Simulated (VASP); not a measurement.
# A VASP study of HfB2 (PBEsol): structure first, properties next, part 4 of 4

Wanted: the relaxed cell of HfB2 and its properties. The start is a cell from a database of measured crystal structures.

VASP 6.6.1; PBEsol; plane waves and PAW (Hf_pv, B).

Still holding for the runs below: The k-mesh is coarse for a metal.

So far. Step 10 (Volume scan with PBEsol, volume scale 1): The run ends at a pressure of 0.00 GPa.

**11. Volume scan with PBEsol, volume scale 1.02**

INCAR reads:

```
SYSTEM = HfB2
PREC = Accurate
ENCUT = 420
EDIFF = 1E-06
NELM = 100
ISMEAR = 0
SIGMA = 0.05
LREAL = .FALSE.
ALGO = Normal
GGA = PS
NBANDS = 14
LASPH = .TRUE.
LORBIT = 11
LWAVE = .FALSE.
LCHARG = .FALSE.
KPAR = 2
ISIF = 2
```

POSCAR reads:

```
HfB2
1.0
    3.1484458562      0.0000000000      0.0000000000
   -1.5742229281      2.7266340939      0.0000000000
    0.0000000000      0.0000000000      3.4687195886
Hf B
1 2
Direct
    0.0000000000      0.0000000000      0.0000000000
    0.3333333333      0.6666666667      0.5000000000
    0.6666666667      0.3333333333      0.5000000000
```

KPOINTS reads:

```
Automatic mesh
0
Gamma
7 7 6
0 0 0
```

PAW data sets: Hf_pv and B (PBE family, release 64).

Launch:

```console
mpirun -np 2 vasp_std
```

Output:

```text
[... set-up lines as in an earlier step ...]
 entering main loop
       N       E                     dE             d eps       ncg     rms          rms(c)
DAV:   1     0.216193823654E+02    0.21619E+02   -0.70974E+03   896   0.912E+02
DAV:   2    -0.286459065487E+02   -0.50265E+02   -0.47409E+02  1112   0.206E+02
DAV:   3    -0.300154779552E+02   -0.13696E+01   -0.13612E+01  1178   0.259E+01
DAV:   4    -0.300222211285E+02   -0.67432E-02   -0.67404E-02  1046   0.218E+00
[...]
DAV:  11    -0.278486400337E+02   -0.61388E-05   -0.58158E-05  1112   0.580E-02    0.704E-02
DAV:  12    -0.278486378706E+02    0.21632E-05   -0.47163E-06  1058   0.168E-02    0.227E-02
DAV:  13    -0.278486380068E+02   -0.13624E-06   -0.18635E-07   472   0.373E-03
   1 F= -.27848638E+02 E0= -.27848350E+02  d E =-.575838E-03
```

The job ended after 3.4 s (2 MPI ranks of AMD EPYC 9R45, shared host; peak memory 0.22 GiB; 5.6 s of CPU time).

OUTCAR, selected parts (step 11):

```text
  Total       -0.9786604     -0.9786604     -0.8729837      0.0000000      0.0000000      0.0000000
  in kB      -52.6562988    -52.6562988    -46.9704187      0.0000000      0.0000000      0.0000000
  external PRESSURE =     -50.7610054 kB  Pullay stress =       0.0000000 kB

 POSITION                                       TOTAL-FORCE (eV/Angst)
 -----------------------------------------------------------------------------------
      0.00000      0.00000      0.00000         0.000000      0.000000      0.000000
     -0.00000      1.81776      1.73436        -0.000000      0.000000      0.000000
      1.57422      0.90888      1.73436         0.000000     -0.000000      0.000000
 -----------------------------------------------------------------------------------
    total drift:                               -0.000000      0.000000      0.000000

  FREE ENERGIE OF THE ION-ELECTRON SYSTEM (eV)
  ---------------------------------------------------
  free  energy   TOTEN  =       -27.8486380068 eV

  energy  without entropy=      -27.8480621687  energy(sigma->0) =      -27.84835009

[... 1 part as in an earlier step ...]

[... 2 further parts left out ...]
[key lines of the parts left out:]
E-fermi :   7.3487
```

The pressure falls from 0.00 to -5.08 GPa.

The run ends at a pressure of -5.08 GPa.

**12. Volume scan with PBEsol, volume scale 1.04**

INCAR is that of step 11.

POSCAR reads:

```
HfB2
1.0
    3.1688908827      0.0000000000      0.0000000000
   -1.5844454414      2.7443400063      0.0000000000
    0.0000000000      0.0000000000      3.4912443729
Hf B
1 2
Direct
    0.0000000000      0.0000000000      0.0000000000
    0.3333333333      0.6666666667      0.5000000000
    0.6666666667      0.3333333333      0.5000000000
```

KPOINTS is that of step 11.

Launch:

```console
mpirun -np 2 vasp_std
```

Output:

```text
[... set-up lines as in an earlier step ...]
 entering main loop
       N       E                     dE             d eps       ncg     rms          rms(c)
DAV:   1     0.226043922179E+02    0.22604E+02   -0.72603E+03   896   0.914E+02
DAV:   2    -0.285438833784E+02   -0.51148E+02   -0.48218E+02  1182   0.208E+02
DAV:   3    -0.299661021253E+02   -0.14222E+01   -0.14120E+01  1184   0.263E+01
DAV:   4    -0.299728637966E+02   -0.67617E-02   -0.67604E-02  1028   0.224E+00
[...]
DAV:  11    -0.278218424630E+02   -0.65675E-05   -0.64239E-05  1130   0.606E-02    0.907E-02
DAV:  12    -0.278218398850E+02    0.25780E-05   -0.52332E-06  1076   0.177E-02    0.204E-02
DAV:  13    -0.278218400115E+02   -0.12644E-06   -0.22369E-07   460   0.406E-03
   1 F= -.27821840E+02 E0= -.27821552E+02  d E =-.575808E-03
```

Elapsed: 3.4 s, on 2 MPI ranks; peak memory 0.22 GiB.

OUTCAR, selected parts (step 12):

```text
  Total       -1.9032079     -1.9032079     -1.6976675      0.0000000      0.0000000      0.0000000
  in kB     -100.4318294   -100.4318294    -89.5855095      0.0000000      0.0000000      0.0000000
  external PRESSURE =     -96.8163895 kB  Pullay stress =       0.0000000 kB

 POSITION                                       TOTAL-FORCE (eV/Angst)
 -----------------------------------------------------------------------------------
      0.00000      0.00000      0.00000        -0.000000     -0.000000      0.000000
     -0.00000      1.82956      1.74562         0.000000     -0.000000      0.000000
      1.58445      0.91478      1.74562        -0.000000      0.000000      0.000000
 -----------------------------------------------------------------------------------
    total drift:                               -0.000000      0.000000      0.000000

  FREE ENERGIE OF THE ION-ELECTRON SYSTEM (eV)
  ---------------------------------------------------
  free  energy   TOTEN  =       -27.8218400115 eV

  energy  without entropy=      -27.8212642033  energy(sigma->0) =      -27.82155211

[... 1 part as in an earlier step ...]

[... 2 further parts left out ...]
[key lines of the parts left out:]
E-fermi :   7.1979
```

The pressure falls from -5.08 to -9.68 GPa.

The run ends at a pressure of -9.68 GPa.

**13. Volume scan with PBEsol, volume scale 1.06**

A prediction first. A parabola through the 6 pressures of evenly scaled cells so far, P = -0.01 -267.1 t +536 t² GPa with t = ln(V/V₁) and V₁ the volume at scale 1, gives -13.76 GPa at t = +0.0583.

INCAR is that of step 12.

POSCAR reads:

```
HfB2
1.0
    3.1890754452      0.0000000000      0.0000000000
   -1.5945377227      2.7618203502      0.0000000000
    0.0000000000      0.0000000000      3.5134821978
Hf B
1 2
Direct
    0.0000000000      0.0000000000      0.0000000000
    0.3333333333      0.6666666667      0.5000000000
    0.6666666667      0.3333333333      0.5000000000
```

KPOINTS is that of step 12.

Launch:

```console
mpirun -np 2 vasp_std
```

Output:

```text
[... set-up lines as in an earlier step ...]
 entering main loop
       N       E                     dE             d eps       ncg     rms          rms(c)
DAV:   1     0.206422669167E+02    0.20642E+02   -0.71448E+03   896   0.913E+02
DAV:   2    -0.285012078062E+02   -0.49143E+02   -0.46395E+02  1194   0.199E+02
DAV:   3    -0.299028811481E+02   -0.14017E+01   -0.13943E+01  1178   0.257E+01
DAV:   4    -0.299097684659E+02   -0.68873E-02   -0.68866E-02  1022   0.226E+00
[...]
DAV:  11    -0.277791283835E+02   -0.64885E-05   -0.59895E-05  1138   0.585E-02    0.859E-02
DAV:  12    -0.277791257752E+02    0.26083E-05   -0.53601E-06  1072   0.178E-02    0.174E-02
DAV:  13    -0.277791258827E+02   -0.10753E-06   -0.22343E-07   478   0.405E-03
   1 F= -.27779126E+02 E0= -.27778838E+02  d E =-.575811E-03
```

Wall time 3.4 s (2 MPI ranks); peak memory 0.22 GiB; 5.6 s of CPU time.

OUTCAR, selected parts (step 13):

```text
  Total       -2.7782581     -2.7782581     -2.4721699      0.0000000     -0.0000000      0.0000000
  in kB     -143.8418280   -143.8418280   -127.9943869      0.0000000     -0.0000000      0.0000000
  external PRESSURE =    -138.5593477 kB  Pullay stress =       0.0000000 kB

 POSITION                                       TOTAL-FORCE (eV/Angst)
 -----------------------------------------------------------------------------------
      0.00000      0.00000      0.00000         0.000000      0.000000      0.000000
     -0.00000      1.84121      1.75674         0.000000     -0.000000      0.000000
      1.59454      0.92061      1.75674        -0.000000      0.000000      0.000000
 -----------------------------------------------------------------------------------
    total drift:                               -0.000000      0.000000      0.000000

  FREE ENERGIE OF THE ION-ELECTRON SYSTEM (eV)
  ---------------------------------------------------
  free  energy   TOTEN  =       -27.7791258827 eV

  energy  without entropy=      -27.7785500718  energy(sigma->0) =      -27.77883798

[... 1 part as in an earlier step ...]

[... 2 further parts left out ...]
[key lines of the parts left out:]
E-fermi :   7.0513
```

The pressure falls from -9.68 to -13.86 GPa. The parabola predicted -13.76 GPa, +0.09 GPa off.

**14. Side by side**

Times are for 2 MPI ranks of AMD EPYC 9R45, shared host. Results by setting:

| no. | volume scale | energy above the lowest point (meV/atom) | pressure (GPa) | time | memory (GiB) |
| --- | --- | --- | --- | --- | --- |
| 1 | 0.94 | 32.45 | 18.58 | 2.8 s | 0.21 |
| 2 | 0.96 | 14 | 11.77 | 3.4 s | 0.22 |
| 3 | 0.98 | 3.43 | 5.592 | 3.4 s | 0.22 |
| 4 | 1 | 0 | -0.003736 | 3.4 s | 0.22 |
| 5 | 1.02 | 3.04 | -5.076 | 3.4 s | 0.22 |
| 6 | 1.04 | 11.97 | -9.682 | 3.4 s | 0.22 |
| 7 | 1.06 | 26.21 | -13.86 | 3.4 s | 0.22 |

**15. Fit for PBEsol**

This step: Birch-Murnaghan fit, PBEsol; plane waves and PAW (VASP 6.6.1).

This step runs nothing: it gathers the runs above.

Numbers from this step:

* pressure derivative of the bulk modulus: 3.896
* r.m.s. error of the fit: 3.94e-6 eV/atom
* minimum inside the sampled range: yes
* bulk modulus: 266.0 GPa
* equilibrium volume of the fit: 9.734 Å³/atom

Energy above the fitted minimum against volume:

| volume (Å³/atom) | energy above the fitted minimum (eV/atom) |
| --- | --- |
| 9.147 | 0.0325 |
| 9.342 | 0.0140 |
| 9.537 | 0.00343 |
| 9.731 | 1.9e-6 |
| 9.926 | 0.00304 |
| 10.121 | 0.0120 |
| 10.315 | 0.0262 |

The fitted volume lies +0.03 % from the relaxed one.

**16. Electric field gradients (PBEsol)**

This step: PBEsol; plane waves and PAW (Hf_pv, B) (VASP 6.6.1).

Field gradients probe how far the charge around each nucleus departs from cubic symmetry; LASPH keeps the non-spherical terms inside the spheres.

INCAR: that of step 13 with these lines changed.

```diff
@@ -3,3 +3,3 @@
 ENCUT = 420
-EDIFF = 1E-06
+EDIFF = 1E-07
 NELM = 100
@@ -16,2 +16,2 @@
 KPAR = 2
-ISIF = 2
+LEFG = .TRUE.
```

POSCAR reads:

```
HfB2
1.0
    3.1277317969      0.0000000000      0.0000000000
   -1.5638658985      2.7086951924      0.0000000000
    0.0000000000      0.0000000000      3.4458984043
Hf B
1 2
Direct
    0.0000000000      0.0000000000      0.0000000000
    0.3333333333      0.6666666667      0.5000000000
    0.6666666667      0.3333333333      0.5000000000
```

KPOINTS is that of step 13.

Launch:

```console
mpirun -np 2 vasp_std
```

Output:

```text
[... set-up lines as in an earlier step ...]
 entering main loop
       N       E                     dE             d eps       ncg     rms          rms(c)
[... 12 cycles as in an earlier step ...]
DAV:  13    -0.278577534788E+02   -0.13658E-06   -0.19415E-07   918   0.370E-03    0.463E-03
DAV:  14    -0.278577534874E+02   -0.86086E-08   -0.32738E-08   484   0.155E-03
ion   1
     0.0000000    -0.0000000     0.0000000    -0.5746607     0.0000000    -0.0000000
     0.0000654    -0.0000000     0.0000000    -0.5746607     0.0000000    -0.0000000
     0.0000901    -0.0000000     0.0000000    -0.5746608     0.0000000    -0.0000000
     0.0001241    -0.0000000     0.0000000    -0.5746608     0.0000000    -0.0000000
     0.0001709    -0.0000000     0.0000000    -0.5746608     0.0000000    -0.0000000

     0.0000000    -0.0000005     0.0000000   -62.0878442     0.0000000    -0.0000006
     0.0000654    -0.0000005     0.0000000   -62.0700890     0.0000000    -0.0000006
     0.0000901    -0.0000005     0.0000000   -62.0627045     0.0000000    -0.0000006
     0.0001241    -0.0000005     0.0000000   -62.0521368     0.0000000    -0.0000006
     0.0001709    -0.0000005     0.0000000   -62.0371805     0.0000000    -0.0000006

ion   2
     0.0000000    -0.0000000    -0.0000000    -2.2642239     0.0000000    -0.0000000
     0.0000257    -0.0000000    -0.0000000    -2.2642239     0.0000000    -0.0000000
     0.0000354    -0.0000000    -0.0000000    -2.2642239     0.0000000    -0.0000000
     0.0000487    -0.0000000    -0.0000000    -2.2642239     0.0000000    -0.0000000
     0.0000671    -0.0000000    -0.0000000    -2.2642238     0.0000000    -0.0000000

     0.0000000    -0.0000000    -0.0000000    -2.6742973     0.0000000    -0.0000000
     0.0000257    -0.0000000    -0.0000000    -2.6742973     0.0000000    -0.0000000
     0.0000354    -0.0000000    -0.0000000    -2.6742973     0.0000000    -0.0000000
     0.0000487    -0.0000000    -0.0000000    -2.6742972     0.0000000    -0.0000000
     0.0000671    -0.0000000    -0.0000000    -2.6742971     0.0000000    -0.0000000

ion   3
     0.0000000    -0.0000000    -0.0000000    -2.2642239     0.0000000    -0.0000000
     0.0000257    -0.0000000    -0.0000000    -2.2642239     0.0000000    -0.0000000
     0.0000354    -0.0000000    -0.0000000    -2.2642239     0.0000000    -0.0000000
     0.0000487    -0.0000000    -0.0000000    -2.2642239     0.0000000    -0.0000000
     0.0000671    -0.0000000    -0.0000000    -2.2642238     0.0000000    -0.0000000

     0.0000000    -0.0000000    -0.0000000    -2.6742973     0.0000000    -0.0000000
     0.0000257    -0.0000000    -0.0000000    -2.6742973     0.0000000    -0.0000000
     0.0000354    -0.0000000    -0.0000000    -2.6742973     0.0000000    -0.0000000
     0.0000487    -0.0000000    -0.0000000    -2.6742972     0.0000000    -0.0000000
     0.0000671    -0.0000000    -0.0000000    -2.6742971     0.0000000    -0.0000000

   1 F= -.27857753E+02 E0= -.27857466E+02  d E =-.575898E-03
```

The job ended after 3.6 s (2 MPI ranks; peak memory 0.22 GiB; 6.1 s of CPU time).

Parts of OUTCAR (step 16):

```text
   NELECT =      16.0000    total number of electrons

 E-fermi :   7.5038

 k-point     1 :       0.0000    0.0000    0.0000
  band No.  band energies     occupation
    ...
      4      -6.1316      2.00000
      5       4.6353      2.00000
      6       4.7219      2.00000
      7       4.7219      2.00000
      8       4.9966      2.00000
      9      11.7707      0.00000
     10      11.7707      0.00000
     11      12.5055      0.00000
     12      12.5055      0.00000
     13      12.7213      0.00000
    ...

  Total       -0.0042310     -0.0042310      0.0029751      0.0000000      0.0000000      0.0000000
  in kB       -0.2321973     -0.2321973      0.1632744      0.0000000      0.0000000      0.0000000
  external PRESSURE =      -0.1003734 kB  Pullay stress =       0.0000000 kB

 POSITION                                       TOTAL-FORCE (eV/Angst)
 -----------------------------------------------------------------------------------
      0.00000      0.00000      0.00000         0.000000      0.000000      0.000000
     -0.00000      1.80580      1.72295         0.000000     -0.000000      0.000000
      1.56387      0.90290      1.72295        -0.000000      0.000000      0.000000
 -----------------------------------------------------------------------------------
    total drift:                               -0.000000      0.000000      0.000000

  FREE ENERGIE OF THE ION-ELECTRON SYSTEM (eV)
  ---------------------------------------------------
  free  energy   TOTEN  =       -27.8577534874 eV

  energy  without entropy=      -27.8571775891  energy(sigma->0) =      -27.85746554

 Electric field gradients after diagonalization (V/A^2)
 (convention: |V_zz| > |V_xx| > |V_yy|)
----------------------------------------------------------------------
 ion       V_xx      V_yy      V_zz     asymmetry (V_yy - V_xx)/ V_zz
----------------------------------------------------------------------
   1     -39.308   -39.307    78.615       0.000
   2      -0.906    -0.906     1.812       0.000
   3      -0.906    -0.906     1.812       0.000
----------------------------------------------------------------------

[... 9 parts as in an earlier step ...]

[... 8 further parts left out ...]
```

Numbers from this step:

* SCF cycles: 14
* free energy (TOTEN): -27.86 eV
* energy at zero smearing: -27.86 eV
* Fermi energy: 7.504 eV
* pressure: -0.01004 GPa

Electric field gradients, by row:

| atom | Vxx (V/Å²) | Vyy (V/Å²) | Vzz (V/Å²) | asymmetry |
| --- | --- | --- | --- | --- |
| Hf1 | -39.31 | -39.31 | 78.61 | 0 |
| B2 | -0.906 | -0.906 | 1.812 | 0 |
| B3 | -0.906 | -0.906 | 1.812 | 0 |

The largest gradient, 78.61 V/Å², sits on Hf1; times the quadrupole moment of a nucleus that has one, it gives the coupling that NMR and NQR see.

**17. Outcome**

```yaml
relaxed_volume: 9.731 Å³/atom
relaxed_conventional_cell_a_b_c: 3.128, 3.128, 3.446 Å; angles 90.0, 90.0, 120.0°
space_group_after_relaxing_within_0p02_a: P6/mmm (No. 191)
band_gap: none, a metal
dos_at_the_fermi_level: 0.282 states/eV/cell
bulk_modulus_from_the_fit: 266 GPa
volume_from_the_fit: 9.73 Å³/atom
largest_field_gradient_vzz: 78.61 V/Å² on Hf1
```

In words: With PBEsol, HfB2 relaxes to 9.731 Å³/atom in space group P6/mmm (held by the symmetry of the run), comes out as a metal and has a bulk modulus of 266 GPa at fixed shape and positions, an upper bound. Against the listed cell the volume lies -1.8 % (a -0.4 %, c -1.0 %). Band structure (PBEsol): Of the bands kept, 2 cross the Fermi level on this path. Spin-orbit coupling is left out, and with elements this heavy it would split and shift bands near the Fermi level. The k-sampling is coarse for a metal, so the Fermi level, pressures and the shape of the cell carry errors. No search among competing phases was made, and a listed structure need not be the one stable at ambient conditions. All values are for a static lattice at zero temperature.

[Lines on the potential files, build, host, timing and source positions are cut from VASP's logs without a mark.]

[Logs are printed without paths, hosts, clocks, repeated set-up lines and the standing remarks that a program may print on its own settings, such as how far it seeks lower states.]

[Hosts, paths, dates, database ids (printed as entryN), source tags and the programs' standing remarks are cut or masked in the printed files.]

[A measured line is paired with the nearest computed mode of its activity, which favours agreement.]
